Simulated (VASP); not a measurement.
OSZICAR of a VASP run on HgPPd5 (atoms displaced from the P4/mmm structure):

File OSZICAR:
```
       N       E                     dE             d eps       ncg     rms          rms(c)
DAV:   1     0.315189667367E+03    0.31519E+03   -0.23890E+04  3128   0.102E+03
DAV:   2    -0.285685375654E+02   -0.34376E+03   -0.32848E+03  3360   0.289E+02
DAV:   3    -0.400957826233E+02   -0.11527E+02   -0.11336E+02  3504   0.558E+01
DAV:   4    -0.402447894600E+02   -0.14901E+00   -0.14894E+00  3312   0.642E+00
DAV:   5    -0.402479265999E+02   -0.31371E-02   -0.31365E-02  3608   0.902E-01    0.176E+01
DAV:   6    -0.388618320609E+02    0.13861E+01   -0.64531E+00  3408   0.181E+01    0.984E+00
DAV:   7    -0.387615304197E+02    0.10030E+00   -0.11381E+00  3424   0.109E+01    0.618E+00
DAV:   8    -0.387378585477E+02    0.23672E-01   -0.80968E-01  3424   0.990E+00    0.279E+00
DAV:   9    -0.386759281082E+02    0.61930E-01   -0.33680E-01  3328   0.583E+00    0.763E-01
DAV:  10    -0.386708994797E+02    0.50286E-02   -0.20800E-02  3360   0.143E+00    0.344E-01
DAV:  11    -0.386710710243E+02   -0.17154E-03   -0.34796E-03  3464   0.482E-01    0.167E-01
DAV:  12    -0.386709080955E+02    0.16293E-03   -0.13027E-03  3392   0.427E-01    0.885E-02
DAV:  13    -0.386708086937E+02    0.99402E-04   -0.53109E-04  3352   0.220E-01    0.352E-02
DAV:  14    -0.386708052548E+02    0.34389E-05   -0.37187E-05  3232   0.615E-02    0.189E-02
DAV:  15    -0.386708043218E+02    0.93301E-06   -0.11084E-05  3344   0.318E-02    0.499E-03
DAV:  16    -0.386708042662E+02    0.55657E-07   -0.13939E-06  1736   0.100E-02
   1 F= -.38670804E+02 E0= -.38666821E+02  d E =-.796559E-02
```

Question: Which electronic solver shows in the log?

Answer: It is blocked Davidson (ALGO = Normal, or the opening steps of other solvers). The INCAR had ALGO = Normal.

Question: Can the final energy be trusted as converged?

Answer: Self-consistency was reached. It stopped with EDIFF = 1E-6, NELM = 100 (PBEsol GGA, plane waves, VASP's PBE PAW potentials (set 64)).

The structure comes from a computed database's HgPPd5 entry (P4/mmm); how it stands against other phases isn't given here. The cell was not relaxed at this level, atoms are displaced from their ideal sites. The k-mesh is coarse (spacing up to 0.31 per Å, 2π included), so the numbers may not be converged in it. The electron count is odd and the run is not spin-polarised, which forces a metal.
